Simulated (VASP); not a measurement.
Calculation: SCAN meta-GGA, VASP's PBE PAW potentials (set 64) (plane waves; VASP 6.6.1).

VASP input:

### KPOINTS_OPT
```
k-points along high-symmetry lines
10
Line-mode
Reciprocal
  0.000000   0.000000   0.000000 ! GAMMA
  0.500000   0.000000   0.500000 ! X

  0.500000   0.000000   0.500000 ! X
  0.625000   0.250000   0.625000 ! U

  0.375000   0.375000   0.750000 ! K
  0.000000   0.000000   0.000000 ! GAMMA

  0.000000   0.000000   0.000000 ! GAMMA
  0.500000   0.500000   0.500000 ! L

  0.500000   0.500000   0.500000 ! L
  0.500000   0.250000   0.750000 ! W

  0.500000   0.250000   0.750000 ! W
  0.500000   0.000000   0.500000 ! X
```

INCAR:
```
SYSTEM=SnTe
PREC=Accurate; ENCUT=520; LREAL=.FALSE.
LASPH=.TRUE.
EDIFF=1E-7; NELM=100; ALGO=Normal
LMAXMIX=4; LMIXTAU=.TRUE.
ISMEAR=-5
METAGGA=SCAN
ISIF=2
LWAVE=.FALSE.; LCHARG=.FALSE.; LORBIT=11
NEDOS=601
```

File POSCAR:
```
SnTe
3.1718370
  0.0000000000   1.0000000317   1.0000000317
  1.0000000317   0.0000000000   1.0000000317
  1.0000000317   1.0000000317   0.0000000000
Sn Te
1 1
Cartesian
  1.0000000317   1.0000000317   0.0000000000
  1.0000000317   1.0000000317   1.0000000317
```

File KPOINTS:
```
Automatic mesh
0
Gamma
8 8 8
0 0 0
```

POTCAR, in this order: Sn_d Te (PBE.64 set). Program: vasp_std.

Unless said otherwise, spin-orbit coupling is left out, though it shifts the bands of the heavy elements here.

Question: Predict the energy per atom (σ→0), band gap (over mesh and band path).

Answer: 
| Quantity | Result |
|---|---|
| energy per atom (σ→0) | -36.776 eV/atom |
| band gap (over mesh and band path) | 0.03 eV |

File OSZICAR:
```
...
DAV:  38    -0.735516758881E+02    0.74624E-06   -0.24239E-07   804   0.644E-03    0.786E-04
DAV:  39    -0.735516755643E+02    0.32383E-06   -0.20296E-08   424   0.185E-03    0.527E-04
DAV:  40    -0.735516757300E+02   -0.16579E-06   -0.24860E-09   418   0.671E-04    0.438E-04
DAV:  41    -0.735516756453E+02    0.84729E-07   -0.23559E-09   424   0.624E-04
   1 F= -.73551676E+02 E0= -.73551676E+02  d E =0.000000E+00
       N       E                     dE             ncg
       N       E                     dE             ncg
       N       E                     dE             ncg
```

The compound is SnTe in the rock salt structure, which distorts at low temperature. It was relaxed first.
